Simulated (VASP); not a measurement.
Method: Hartree-Fock, VASP's PBE PAW potentials (set 64) (plane waves; VASP).

VASP input:

**KPOINTS**
```
Automatic
0
gamma
 6 6 6
0 0 0
```

### KPOINTS_OPT
```
named points and PBE's band edges
10
Reciprocal
  0.000000   0.000000   0.000000 1 ! GAMMA
  0.500000   0.000000   0.500000 1 ! X
  0.500000   0.500000   0.500000 1 ! L
  0.500000   0.250000   0.750000 1 ! W
  0.375000   0.375000   0.750000 1 ! K
  0.625000   0.250000   0.625000 1 ! U
  0.035710   0.000000   0.035710 1 ! near an edge
  0.428570   0.000000   0.428570 1 ! near an edge
  0.392860   0.000000   0.392860 1 ! near an edge
  0.464290   0.000000   0.464290 1 ! near an edge
```

File POSCAR:
```
Si
1
    0.0000000000     2.7342745149     2.7342745149
    2.7342745149     0.0000000000     2.7342745149
    2.7342745149     2.7342745149     0.0000000000
Si
2
Direct
  0.0000000000   0.0000000000   0.0000000000
  0.2500000000   0.2500000000   0.2500000000
```

INCAR:
```
SYSTEM = Si
PREC = Accurate
ENCUT = 520
EDIFF = 1E-6
NELM = 60
ALGO = Normal
LREAL = .FALSE.
LASPH = .TRUE.
ISMEAR = 0
SIGMA = 0.05
GGA = PE
AEXX = 1.0
ALDAC = 0.0
AGGAC = 0.0
HFRCUT = -1
LHFCALC = .TRUE.
PRECFOCK = Fast
ISYM = 3
LWAVE = .FALSE.
LCHARG = .FALSE.
ISIF = 2
```

POTCAR, in this order: Si (PBE.64 set). Program: vasp_std. Read from the step before: WAVECAR.

What VASP printed:

File OUTCAR:
```
 ion  position               nearest neighbor table
   1  0.000  0.000  0.000-   2 2.37   2 2.37   2 2.37   2 2.37
   2  0.250  0.250  0.250-   1 2.37   1 2.37   1 2.37   1 2.37
  LATTYP: Found a face centered cubic cell.
 ALAT       =     5.4685490298
 Subroutine PRICEL returns:
 Original cell was already a primitive cell.
 Subroutine GETGRP returns: Found 48 space group operations
The static configuration has the point symmetry T_d .
 The point group associated with its full space group is O_h .
The dynamic configuration has the point symmetry T_d .
 Subroutine INISYM returns: Found 48 space group operations
 Subroutine IBZKPT returns following result:
 Found     16 irreducible k-points:

 Following reciprocal coordinates:
            Coordinates               Weight
  0.000000  0.000000  0.000000      1.000000
  0.166667  0.000000  0.000000      8.000000
  0.333333  0.000000  0.000000      8.000000
  0.500000  0.000000  0.000000      4.000000
  0.166667  0.166667  0.000000      6.000000
  0.333333  0.166667  0.000000     24.000000
  0.500000  0.166667  0.000000     24.000000
 -0.333333  0.166667  0.000000     24.000000
 -0.166667  0.166667  0.000000     12.000000
  0.333333  0.333333  0.000000      6.000000
  0.500000  0.333333  0.000000     24.000000
 -0.333333  0.333333  0.000000     12.000000
  0.500000  0.500000  0.000000      3.000000
  0.500000  0.333333  0.166667     24.000000
 -0.333333  0.333333  0.166667     24.000000
 -0.333333  0.500000  0.166667     12.000000
 Subroutine IBZKPT_HF returns following result:
   k-points           NKPTS =     16   k-points in BZ     NKDIM =    216   number of bands    NBANDS=      8
   number of dos      NEDOS =    301   number of ions     NIONS =      2
   total plane-waves  NPLWV =  27000
   dimension x,y,z NGX =    30 NGY =   30 NGZ =   30
   dimension x,y,z NGXF=    60 NGYF=   60 NGZF=   60
   ions per type =               2
...
```

OSZICAR:
```
       N       E                     dE             d eps       ncg     rms          rms(c)
DAV:   1    -0.190331972094E+02   -0.19033E+02   -0.51613E+00   256   0.190E+01    0.165E+01
DAV:   2    -0.192357463073E+02   -0.20255E+00   -0.63008E-01   272   0.540E+00    0.137E+01
DAV:   3    -0.192623071750E+02   -0.26561E-01   -0.13843E-01   256   0.225E+00    0.910E+00
DAV:   4    -0.192606245240E+02    0.16827E-02   -0.26491E-02   256   0.100E+00    0.561E+00
DAV:   5    -0.192560398814E+02    0.45846E-02   -0.33129E-03   256   0.416E-01    0.335E+00
DAV:   6    -0.192535856461E+02    0.24542E-02   -0.95068E-04   272   0.260E-01    0.198E+00
DAV:   7    -0.192528166908E+02    0.76896E-03   -0.11359E-03   256   0.243E-01    0.115E+00
DAV:   8    -0.192527268060E+02    0.89885E-04   -0.89461E-04   256   0.201E-01    0.663E-01
DAV:   9    -0.192527812919E+02   -0.54486E-04   -0.48269E-04   256   0.144E-01    0.377E-01
DAV:  10    -0.192528198400E+02   -0.38548E-04   -0.19458E-04   256   0.914E-02    0.213E-01
DAV:  11    -0.192528306549E+02   -0.10815E-04   -0.61130E-05   256   0.512E-02    0.119E-01
DAV:  12    -0.192528299419E+02    0.71296E-06   -0.12536E-05   256   0.229E-02    0.641E-02
DAV:  13    -0.192528278197E+02    0.21222E-05   -0.23069E-06   256   0.105E-02    0.344E-02
DAV:  14    -0.192528267631E+02    0.10566E-05   -0.11204E-06   200   0.732E-03    0.186E-02
DAV:  15    -0.192528265168E+02    0.24628E-06   -0.93603E-07   152   0.643E-03
   1 F= -.19252827E+02 E0= -.19252827E+02  d E =-.230400E-11
       N       E                     dE             ncg
```

### OUTCAR
```
------------------------ aborting loop because EDIFF is reached ----------------------------------------
  FORCE on cell =-STRESS in cart. coord.  units (eV):
  Direction    XX          YY          ZZ          XY          YZ          ZX
  --------------------------------------------------------------------------------------
  Total        0.2660792      0.2660792      0.2660792      0.0000000      0.0000000     -0.0000000
  in kB       10.4271409     10.4271409     10.4271409      0.0000000      0.0000000     -0.0000000
  external PRESSURE =      10.4271409 kB  Pullay stress =       0.0000000 kB
  volume of cell :       40.88
      direct lattice vectors                 reciprocal lattice vectors
     0.000000000  2.734274515  2.734274515    -0.182863863  0.182863863  0.182863863
     2.734274515  0.000000000  2.734274515     0.182863863 -0.182863863  0.182863863
     2.734274515  2.734274515  0.000000000     0.182863863  0.182863863 -0.182863863
 POSITION                                       TOTAL-FORCE (eV/Angst)
 -----------------------------------------------------------------------------------
      0.00000      0.00000      0.00000        -0.000000     -0.000000     -0.000000
      1.36714      1.36714      1.36714         0.000000      0.000000      0.000000
 -----------------------------------------------------------------------------------
    total drift:                               -0.000000      0.000000     -0.000000
  FREE ENERGIE OF THE ION-ELECTRON SYSTEM (eV)
  ---------------------------------------------------
  free  energy   TOTEN  =       -19.2528265168 eV

  energy  without entropy=      -19.2528265168  energy(sigma->0) =      -19.25282652

  exchange ACFDT corr.  =         0.00000000  see jH, gK, PRB 81, 115126
```
(Selected blocks of OUTCAR.)

**OUTCAR**
```
 val. band max:        3.7639341035   @ k =   0.0000   0.0000   0.0000

 cond. band min:      10.4085582467   @ k =   0.3333   0.3333   0.0000


 Fermi energy:         3.9816013365

 k-point     1 :       0.0000    0.0000    0.0000
  band No.  band energies     occupation
      1     -13.1653      2.00000
      2       3.7639      2.00000
      3       3.7639      2.00000
      4       3.7639      2.00000
      5      12.8632      0.00000
      6      12.8632      0.00000
      7      12.8632      0.00000
      8      14.1785      0.00000

 k-point     2 :       0.1667    0.0000    0.0000
  band No.  band energies     occupation
      1     -12.6561      2.00000
      2       0.7919      2.00000
      3       3.2526      2.00000
      4       3.2526      2.00000
      5      12.5591      0.00000
      6      13.6464      0.00000
      7      13.6464      0.00000
      8      16.4403      0.00000

 k-point     3 :       0.3333    0.0000    0.0000
  band No.  band energies     occupation
      1     -11.2461      2.00000
      2      -3.5256      2.00000
      3       2.4949      2.00000
      4       2.4949      2.00000
      5      11.8162      0.00000
      6      14.0349      0.00000
      7      14.0349      0.00000
      8      18.9979      0.00000

 k-point     4 :       0.5000    0.0000    0.0000
  band No.  band energies     occupation
      1      -9.9133      2.00000
      2      -5.8759      2.00000
      3       2.1859      2.00000
      4       2.1859      2.00000
      5      11.5286      0.00000
      6      13.8142      0.00000
      7      13.8142      0.00000
      8      18.6358      0.00000

 k-point     5 :       0.1667    0.1667    0.0000
  band No.  band energies     occupation
      1     -12.4826      2.00000
      2       1.1914      2.00000
      3       2.3615      2.00000
      4       2.3615      2.00000
      5      11.6672      0.00000
      6      15.0043      0.00000
      7      15.0043      0.00000
...
```

The compound is Si in the diamond structure. It was relaxed first.
